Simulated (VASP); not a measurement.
Data:

```yaml
crystal:
  lattice:
    - [0.00000, 2.42002, 2.42002]
    - [2.42002, 0.00000, 2.42002]
    - [2.42002, 2.42002, 0.00000]
  atoms:
    - { symbol: Be, position: [0.00000, 0.00000, 0.00000] }
    - { symbol: S, position: [0.25000, 0.25000, 0.25000] }
```

Computed with PBEsol GGA, VASP's PBE PAW potentials (set 64) (plane waves; VASP). Numerical set-up: 400 eV cut-off, Gaussian smearing of 0.050 eV, potentials Be S.

Task: Give the energies of bands 2 to 7 at the high-symmetry points, in eV from the valence-band maximum.

Result: 
```tsv
band	Γ	X	U	L	W
2	0.00	-5.10	-4.62	-5.90	-4.31
3	0.00	-2.69	-4.20	-1.05	-3.97
4	0.00	-2.69	-2.24	-1.05	-3.44
5	5.61	2.91	4.21	5.40	6.33
6	5.61	4.81	7.43	6.48	7.99
7	5.61	12.80	10.54	6.48	8.37
```

The gap is indirect, 2.91 eV, from the valence maximum at Γ to the conduction minimum at X.

The structure was generated: BeS was put into the zinc blende type (F-43m), which need not be its known phase. It was relaxed first, which changed the volume by +13 %.
